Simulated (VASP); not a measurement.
VASP input:

File POSCAR:
```
CdO
3.3234020
  0.0000000000   0.7071067539   0.7071067539
  0.7071067539   0.0000000000   0.7071067539
  0.7071067539   0.7071067539   0.0000000000
Cd O
1 1
Direct
  0.0000000000   0.0000000000   0.0000000000
  0.5000000000   0.5000000000   0.5000000000
```

### KPOINTS
```
kpoints
0
gamma
 9 9 9
0 0 0
```

INCAR:
```
ALGO=Normal
EDIFF=1E-6
ENCUT=520
GGA=PE
ISIF=2
ISMEAR=-1
LASPH=.True.
LCHARG=.False.
LMAXMIX=4
LREAL=.False.
LWAVE=.False.
NELM=100
PREC=Accurate
SIGMA=0.5
SYSTEM=CdO
```

POTCAR, in this order: Cd O (PBE.64 set). Program: vasp_std.

**Question.** Write an equivalent input for Ansatz.

**Answer.** One equivalent input (not run):
Ansatz 0.2 input:
```yaml
crystal:
  lattice:
    - [0.0000000, 2.3500000, 2.3500000]
    - [2.3500000, 0.0000000, 2.3500000]
    - [2.3500000, 2.3500000, 0.0000000]
  atoms:
    - { symbol: Cd, position: [0.0000000, 0.0000000, 0.0000000] }
    - { symbol: O, position: [0.5000000, 0.5000000, 0.5000000] }
kpoints:
  mp_grid: { grid: [9, 9, 9] }
hamiltonian:
  xc: pbe
  pseudopotentials: { kind: paw }
scf:
  occupations: { method: fermi_dirac, width: 0.5 }
  max_iter: 100
output: { forces: true, stress: true, eigenvalues: true }
```
Limits of the translation: each code has its own PAW files, so the cut-off isn't converted (ENCUT is set for VASP's; basis.ecutwfc is left out, and Ansatz then takes the one that its files recommend); Ansatz stops its SCF on the density residual and VASP on the energy change (EDIFF).

The compound is CdO in the rock salt structure. The cell was not relaxed at this level. The run is one of a series of settings (ISMEAR = -1, SIGMA = 0.5 against the base run), some of them coarse on purpose.
